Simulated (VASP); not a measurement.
OSZICAR of a VASP run on SiC (zinc blende):

### OSZICAR
```
       N       E                     dE             d eps       ncg     rms          rms(c)
DAV:   1     0.424044794268E+01    0.42404E+01   -0.39612E+03   488   0.823E+02
DAV:   2    -0.165673679532E+02   -0.20808E+02   -0.20077E+02   688   0.107E+02
DAV:   3    -0.169080120402E+02   -0.34064E+00   -0.34064E+00   504   0.166E+01
DAV:   4    -0.169092256824E+02   -0.12136E-02   -0.12136E-02   760   0.111E+00
DAV:   5    -0.169092260586E+02   -0.37621E-06   -0.37621E-06   504   0.155E-02    0.880E+00
DAV:   6    -0.151180758437E+02    0.17912E+01   -0.76039E+00   480   0.157E+01    0.388E+00
DAV:   7    -0.150645640953E+02    0.53512E-01   -0.34260E-01   728   0.416E+00    0.177E+00
DAV:   8    -0.150568207885E+02    0.77433E-02   -0.18872E-02   472   0.126E+00    0.164E-01
DAV:   9    -0.150571112646E+02   -0.29048E-03   -0.79729E-04   712   0.243E-01    0.105E-01
DAV:  10    -0.150572225064E+02   -0.11124E-03   -0.21190E-04   640   0.115E-01    0.223E-02
DAV:  11    -0.150572233214E+02   -0.81502E-06   -0.43461E-05   568   0.407E-02    0.558E-03
DAV:  12    -0.150572234633E+02   -0.14189E-06   -0.17011E-06   448   0.100E-02
   1 F= -.15057223E+02 E0= -.15057223E+02  d E =-.379768E-18
```

**Question.** Which electronic solver shows in the log?

**Answer.** It is blocked Davidson (ALGO = Normal, or the opening steps of other solvers). The INCAR had ALGO = Normal.

**Question.** Can the final energy be trusted as converged?

**Answer.** Self-consistency was reached. It stopped with EDIFF = 1E-6, NELM = 100 (PBE GGA, plane waves, VASP's PBE PAW potentials (set 64)).

The compound is SiC in the zinc blende structure. The cell was not relaxed at this level.
